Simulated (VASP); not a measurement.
# Li4BH (F-43m) in VASP: notebook

Runs on Li4BH. Level: PBE. Tasks: single point, relaxation of cell and atoms.

All numbers are computed with VASP 6.6.1; they aren't measurements. Logs are shortened: lines on timing, memory, paths and dates and some standing lists are left out, and cuts for length are marked.

## (1) The cell of the first run

Symmetry: F-43m, No. 216, cubic system. Conventional cell: a = 6.742 Å, b = 6.742 Å, c = 6.742 Å, α = 90.00°, β = 90.00°, γ = 90.00°. Li (site symmetry 3m) has 6 Li at 2.35 to 2.41 Å as nearest neighbours. B (site symmetry -43m) has 12 Li at 2.79 Å and 4 H at 2.92 Å as nearest neighbours. H (site symmetry -43m) has 12 Li at 2.80 Å and 4 B at 2.92 Å as nearest neighbours.

The cell was built by a generator and needn't be a form met in nature.

## (2) Single point, PBE (species swapped into the HfZrFe4 type (F-43m, No. 216))

INCAR

```
SYSTEM = Li4BH
ALGO = Normal
EDIFF = 1E-7
ENCUT = 520
GGA = PE
ISIF = 2
ISMEAR = 0
LASPH = .TRUE.
LCHARG = .TRUE.
LELF = .TRUE.
LREAL = .FALSE.
LVHAR = .TRUE.
LWAVE = .FALSE.
NBANDS = 17
NELM = 100
PREC = Accurate
SIGMA = 0.1
```

KPOINTS

```
k-points
0
G
  10 10 10
  0 0 0
```

POSCAR

```
Li4BH
1.0
    0.0000000000      3.3710733613      3.3710733613
    3.3710733613      0.0000000000      3.3710733613
    3.3710733613      3.3710733613      0.0000000000
Li B H
4 1 1
Direct
    0.8796176990      0.3734607670      0.3734607670
    0.3734607670      0.3734607670      0.8796176990
    0.3734607670      0.8796176990      0.3734607670
    0.3734607670      0.3734607670      0.3734607670
    0.0000000000      0.0000000000      0.0000000000
    0.7500000000      0.7500000000      0.7500000000
```

Potentials or basis: VASP PAW PBE potentials, release 64 (Li_sv, B, H).

On the command line:

```bash
cat potpaw_PBE.64/Li_sv/POTCAR potpaw_PBE.64/B/POTCAR potpaw_PBE.64/H/POTCAR > POTCAR
mpirun -np 1 vasp_std > vasp.out
```

OUTCAR:

```text
SYSTEM = Li4BH
   EDIFF = 1E-7
   ENCUT = 520
   GGA = PE
   ISIF = 2
   ISMEAR = 0
   LASPH = .TRUE.
   LREAL = .FALSE.
   NELM = 100
   PREC = Accurate

 ion  position               nearest neighbor table
   1  0.880  0.373  0.373-   2 2.35   3 2.35   4 2.35   3 2.41   2 2.41   4 2.41
   2  0.373  0.373  0.880-   1 2.35   3 2.35   4 2.35   3 2.41   1 2.41   4 2.41
   3  0.373  0.880  0.373-   1 2.35   2 2.35   4 2.35   1 2.41   2 2.41   4 2.41
   4  0.373  0.373  0.373-   1 2.35   2 2.35   3 2.35   1 2.41   3 2.41   2 2.41
   5  0.000  0.000  0.000-
   6  0.750  0.750  0.750-

  LATTYP: Found a face centered cubic cell.
 ALAT       =     6.7421467226

  Lattice vectors:

 A1 = (   0.0000000000,   3.3710733613,   3.3710733613)
 A2 = (   3.3710733613,   0.0000000000,   3.3710733613)
 A3 = (   3.3710733613,   3.3710733613,   0.0000000000)

Analysis of symmetry for initial positions (statically):
=====================================================================
 Subroutine PRICEL returns:
 Original cell was already a primitive cell.

 Routine SETGRP: Setting up the symmetry group for a
 face centered cubic supercell.

 Subroutine GETGRP returns: Found 24 space group operations
 (whereof 24 operations were pure point group operations)
 out of a pool of 48 trial point group operations.

The static configuration has the point symmetry T_d .

Analysis of symmetry for dynamics (positions and initial velocities):
=====================================================================
 Subroutine PRICEL returns:
 Original cell was already a primitive cell.

 Routine SETGRP: Setting up the symmetry group for a
 face centered cubic supercell.

 Subroutine GETGRP returns: Found 24 space group operations
 (whereof 24 operations were pure point group operations)
 out of a pool of 48 trial point group operations.

The dynamic configuration has the point symmetry T_d .

 Subroutine INISYM returns: Found 24 space group operations
 (whereof 24 operations are pure point group operations),
 and found     1 'primitive' translations

----------------------------------------------------------------------------------------

                                     Primitive cell

  volume of cell :      76.6187

  direct lattice vectors                    reciprocal lattice vectors
     0.000000000  3.371073361  3.371073361    -0.148320712  0.148320712  0.148320712
     3.371073361  0.000000000  3.371073361     0.148320712 -0.148320712  0.148320712
     3.371073361  3.371073361  0.000000000     0.148320712  0.148320712 -0.148320712

  length of vectors
     4.767417667  4.767417667  4.767417667     0.256899008  0.256899008  0.256899008

  position of ions in fractional coordinates (direct lattice)
     0.879617699  0.373460767  0.373460767
     0.373460767  0.373460767  0.879617699
     0.373460767  0.879617699  0.373460767
     0.373460767  0.373460767  0.373460767
     0.000000000  0.000000000  0.000000000
     0.750000000  0.750000000  0.750000000

  ion indices of the primitive-cell ions
   primitive index   ion index
                 1           1
                 2           2
                 3           3
                 4           4
                 5           5
                 6           6

----------------------------------------------------------------------------------------

 KPOINTS: k-points

Automatic generation of k-mesh.
 Grid dimensions read from file:
 generate k-points for:   10   10   10

 Generating k-lattice:

  Cartesian coordinates                     Fractional coordinates (reciprocal lattice)
    -0.014832071  0.014832071  0.014832071     0.100000000  0.000000000  0.000000000
     0.014832071 -0.014832071  0.014832071     0.000000000  0.100000000  0.000000000
     0.014832071  0.014832071 -0.014832071     0.000000000  0.000000000  0.100000000

  Length of vectors
     0.025689901  0.025689901  0.025689901

  Shift w.r.t. Gamma in fractional coordinates (k-lattice)
     0.000000000  0.000000000  0.000000000

 Subroutine IBZKPT returns following result:
 ===========================================

 Found     47 irreducible k-points:

 Following reciprocal coordinates:
            Coordinates               Weight
  0.000000  0.000000  0.000000      1.000000
  0.100000  0.000000  0.000000      8.000000
  0.200000  0.000000  0.000000      8.000000
  0.300000  0.000000  0.000000      8.000000
  0.400000  0.000000  0.000000      8.000000
  0.500000  0.000000  0.000000      4.000000
[... 16 lines left out ...]
  0.300000  0.300000  0.000000      6.000000
  0.400000  0.300000  0.000000     24.000000
 [... further k-points ...]
   k-points           NKPTS =     47   k-points in BZ     NKDIM =     47   number of bands    NBANDS=     17
   number of dos      NEDOS =    301   number of ions     NIONS =      6
   total plane-waves  NPLWV =  46656
   dimension x,y,z NGX =    36 NGY =   36 NGZ =   36
   dimension x,y,z NGXF=    72 NGYF=   72 NGZF=   72
   ions per type =               4   1   1
   NGX,Y,Z   is equivalent  to a cutoff of  12.55, 12.55, 12.55 a.u.
   NGXF,Y,Z  is equivalent  to a cutoff of  25.11, 25.11, 25.11 a.u.
 SYSTEM =  Li4BH
   PREC   = accura    normal or accurate (medium, high low for compatibility)
   ISTART =      0    job   : 0-new  1-cont  2-samecut
   ICHARG =      2    charge: 1-file 2-atom 10-const
   ISPIN  =      1    spin polarized calculation?
   LNONCOLLINEAR =      F non collinear calculations
   LSORBIT =      F    spin-orbit coupling
   LASPH  =      T    aspherical Exc in radial PAW
   ENCUT  =  520.0 eV  38.22 Ry    6.18 a.u.   8.86  8.86  8.86*2*pi/ulx,y,z
   NELM   =    100;   NELMIN=  2; NELMDL= -5     # of ELM steps
   EDIFF  = 0.1E-06   stopping-criterion for ELM
   LREAL  =      F    real-space projection
   EDIFFG = 0.1E-05   stopping-criterion for IOM
   NSW    =      0    number of steps for IOM
   IBRION =     -1    ionic relax: 0-MD 1-quasi-New 2-CG
   NFREE  =      0    steps in history (QN), initial steepest desc. (CG)
   ISIF   =      2    stress and relaxation
   ISYM   =      2    0-nonsym 1-usesym 2-fastsym
   POTIM  = 0.5000    time-step for ionic-motion
   TEBEG  =    0.0;   TEEND  =   0.0 temperature during run
   PSTRESS=    0.0 pullay stress
   NELECT =      16.0000    total number of electrons
   NUPDOWN=      -1.0000    fix difference up-down
   EMIN   =  10.00;   EMAX   =-10.00  energy-range for DOS
   EFERMI =   0.00;   METHOD = LEGACY
   ISMEAR =     0;   SIGMA  =   0.10  broadening in eV -4-tet -1-fermi 0-gaus
   EFERMI_NEDOS =   21; number of points for ismear=-14 and -15
   IALGO  =     38    algorithm
   IMIX   =      4    mixing-type and parameters
     AMIX     =   0.40;   BMIX     =  1.00
     AMIX_MAG =   1.60;   BMIX_MAG =  1.00
  volume/ion in A,a.u.               =      12.77        86.17
  Fermi-wavevector in a.u.,A,eV,Ry     =   0.971263  1.835420 12.835068  0.943351
  Thomas-Fermi vector in A             =   2.101465
   LORBIT       =      0    0 simple, 1 ext, 2 COOP (PROOUT), +10 PAW based schemes
   GGA     = PE    functional components
   LHFCALC =     F    Hartree Fock is set to
   AEXX    =    0.0000 exact exchange contribution
   IVDW    =     0    specifies the selected vdW correction
   LEPSILON=     F    determine dielectric tensor
   LRPA    =     F    only Hartree local field effects (RPA)
 non-spin polarized calculation
 Gauss-broadening in eV      SIGMA  =   0.10
  energy-cutoff  :      520.00
  volume of cell :       76.62
 maximum number of plane-waves:      2085
   NGX = 17   NGY = 17   NGZ = 17

 number of electron      16.0000007 magnetization

 Free energy of the ion-electron system (eV)
  ---------------------------------------------------
  ext. energy  EPLUGINS =         0.00000000
  ---------------------------------------------------
  free energy    TOTEN  =       -12.12891159 eV

  energy without entropy =      -12.11544554  energy(sigma->0) =      -12.12217856

 E-fermi :   1.4612     XC(G=0):  -8.2652

 val. band max:        1.4574542118   @ k =   0.2000   0.1000   0.0000
 cond. band min:       1.5020342749   @ k =   0.3000   0.2000   0.0000
 fundamental gap:      0.0445800631
 Fermi energy:         1.4612115980

 k-point     1 :       0.0000    0.0000    0.0000
  band No.  band energies     occupation
      1     -45.2794      2.00000
      2     -45.1219      2.00000
      3     -45.1219      2.00000
      4     -45.1219      2.00000
      5      -5.1669      2.00000
      6       0.1487      2.00000
[... 9 lines left out ...]
     16       6.7080      0.00000
     17      10.0399      0.00000

 k-point     2 :       0.1000    0.0000    0.0000
  band No.  band energies     occupation
      1     -45.2765      2.00000
      2     -45.1248      2.00000
      3     -45.1219      2.00000
      4     -45.1219      2.00000
      5      -5.1116      2.00000
      6      -0.0021      2.00000
[... 9 lines left out ...]
     16       6.8848      0.00000
     17      10.1312      0.00000

 k-point     3 :       0.2000    0.0000    0.0000
  band No.  band energies     occupation
      1     -45.2686      2.00000
      2     -45.1328      2.00000
      3     -45.1219      2.00000
      4     -45.1219      2.00000
      5      -4.9515      2.00000
      6      -0.4915      2.00000
[... 392 lines left out ...]
 k-point    23 :       0.3000    0.3000    0.0000
  band No.  band energies     occupation
      1     -45.2474      2.00000
      2     -45.1539      2.00000
      3     -45.1221      2.00000
      4     -45.1221      2.00000
      5      -4.5220      2.00000
      6      -1.2100      2.00000
[... 9 lines left out ...]
     16       8.1579      0.00000
     17       9.7891      0.00000

 k-point    24 :       0.4000    0.3000    0.0000
  band No.  band energies     occupation
      1     -45.2364      2.00000
      2     -45.1651      2.00000
      3     -45.1221      2.00000
      4     -45.1221      2.00000
      5      -4.2916      2.00000
      6      -1.6098      2.00000
[... 9 lines left out ...]
     16       8.5909      0.00000
     17       9.8126      0.00000

 [... further k-points ...]

------------------------ aborting loop because EDIFF is reached ----------------------------------------

  FORCE on cell =-STRESS in cart. coord.  units (eV):
  Direction    XX          YY          ZZ          XY          YZ          ZX
  --------------------------------------------------------------------------------------
  -------------------------------------------------------------------------------------
  Total       -0.0935143     -0.0935143     -0.0935143      0.0000000     -0.0000000      0.0000000
  in kB       -1.9554827     -1.9554827     -1.9554827      0.0000000     -0.0000000      0.0000000
  external PRESSURE =      -1.9554827 kB  Pullay stress =       0.0000000 kB

 VOLUME and BASIS-vectors are now :
 -----------------------------------------------------------------------------
  energy-cutoff  :      520.00
  volume of cell :       76.62
      direct lattice vectors                 reciprocal lattice vectors
     0.000000000  3.371073361  3.371073361    -0.148320712  0.148320712  0.148320712
     3.371073361  0.000000000  3.371073361     0.148320712 -0.148320712  0.148320712
     3.371073361  3.371073361  0.000000000     0.148320712  0.148320712 -0.148320712

 POSITION                                       TOTAL-FORCE (eV/Angst)
 -----------------------------------------------------------------------------------
      2.51793      4.22422      4.22422         0.000576     -0.000576     -0.000576
      4.22422      4.22422      2.51793        -0.000576     -0.000576      0.000576
      4.22422      2.51793      4.22422        -0.000576      0.000576     -0.000576
      2.51793      2.51793      2.51793         0.000576      0.000576      0.000576
      0.00000      0.00000      0.00000        -0.000000     -0.000000     -0.000000
      5.05661      5.05661      5.05661        -0.000000     -0.000000     -0.000000
 -----------------------------------------------------------------------------------
    total drift:                                0.000003      0.000003      0.000003

  FREE ENERGIE OF THE ION-ELECTRON SYSTEM (eV)
  ---------------------------------------------------
  free  energy   TOTEN  =       -12.1289115895 eV

  energy  without entropy=      -12.1154455402  energy(sigma->0) =      -12.12217856
```

It took 24 s on 1 thread of Intel Xeon 6975P-C (Granite Rapids), shared host; peak memory 0.22 GiB.

What came out:

* Free energy: -12.1289 eV
* Band gap on the k mesh: none (metal or under the smearing width)

Caveat: the cutoff is under 1.25 times the usual one of these potentials, so pressure, stress and relaxed cells hold a basis-set (Pulay) error.

(Continued in part 2 of 2.)
